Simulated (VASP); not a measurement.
# NaH: energy against volume

NaH (rock salt, Fm-3m, 13.872 Å³/atom and stress up to 0.26 GPa in the relaxed cell, cube axes along x, y and z) under an equal strain ε along all three axes. PBE in VASP (plane waves, PAW), 480 eV, 12×12×12 Γ-centred mesh, Gaussian smearing 0.05 eV; ions are relaxed, or left where forces stay under 0.02 eV/Å, within the symmetry of each cell.

Here V stands for volume and E for E less E0.

| volume (Å³/atom) | E less E0 (meV/atom) | pressure (GPa) |
|---|---|---|
| 13.0564 | 6.29 | 1.94 |
| 13.2573 | 3.92 | 1.48 |
| 13.4602 | 2.11 | 1.05 |
| 13.6651 | 0.80 | 0.64 |
| 13.8722 | 0.00 | 0.26 |
| 14.0813 | -0.31 | -0.10 |
| 14.2925 | -0.18 | -0.43 |
| 14.5058 | 0.39 | -0.75 |
| 14.7213 | 1.40 | -1.05 |
| 15.1585 | ? | ? |

Fit E of the 9 rows that show it with the third-order Birch-Murnaghan form, a cubic in V^(-2/3). With u = V^(-2/3) - 0.173, the rows have u = 0.007351, 0.005524, 0.003725, 0.001954, 0.000209, -0.001510, -0.003204, -0.004872, -0.006517. Least squares gives E = -0.060 + 289.29·u + 78434·u² - 40493·u³. Residuals (row less fit): 0.001, -0.005, 0.006, -0.004, -0.004, 0.008, 0.000, -0.007, 0.003; standard error 0.007 (degrees of freedom: 5). Its minimum lies at u = -0.001842, so V0 = (0.171158)^(-3/2) = 14.12. There d²E/du² = 157300 and d³E/du³ = -243000, so B0 = (4/9) × 14.12^(-7/3) × 157300 × 0.160218 = 23.2 GPa (the last factor turns the table's units into GPa), and B0' = 4 + (2/3) × 0.171158 × (-243000)/157300 = 3.8. B0' rests on the cubic coefficient alone and has a standard error of 0.1 from these residuals.

Task: What does the fit predict for E at V = 15.1585, and how far is the calculated value from it?

Result: u = -0.009734, so E = -0.060 + 289.29 × (-0.009734) + 78434 × (-0.009734)² - 40493 × (-0.009734)³ = 4.593 meV/atom. The calculation gives 4.62 meV/atom, 0.027 meV/atom above the prediction (0.4 % of the range of E in the table). The row lies outside the fitted rows, so this is an extrapolation. From the scatter of the fitted rows alone, a prediction at this place has a standard error of 0.026 meV/atom, so the miss is 1.0 times that.

Other structures, which can take over under pressure, weren't tried. The same form fitted to the pressure column gives B0' = 3.8; series where the two differ by over 0.4 aren't shown. Rows are the converged runs of the series near zero and its far end, less any whose ions stayed unrelaxed beside relaxed ones; series whose fitted rows scatter by over a few per cent of the range, as at a crossing or softening among them, aren't shown in this form.
